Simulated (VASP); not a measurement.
Given:

```xyz
2
Lattice="2.9899 0.0000 0.0000 0.0000 2.9899 0.0000 0.0000 0.0000 2.9899" Properties=species:S:1:pos:R:3 pbc="T T T"
Cu     0.0000     0.0000     0.0000
As     1.4950     1.4950     1.4950
```

All values below come from PBE GGA, VASP's PBE PAW potentials (set 64) (plane waves; VASP 6.6.1). Numerical set-up: 400 eV cut-off, 10×10×10 Γ-centred mesh, Gaussian smearing of 0.050 eV, potentials Cu As.

Give the stress tensor in GPa (positive for a compressed cell).

```
23.71   0.00   0.00
 0.00  23.71   0.00
 0.00   0.00  23.71
```
The pressure is its mean diagonal, 23.71 GPa.

The structure was generated: CuAs was put into the CsCl type (Pm-3m), which need not be its known phase. The cell was not relaxed at this level. The run is one of a series of settings (KPOINTS 10×10×10 Γ-centred mesh against the base run), some of them coarse on purpose.
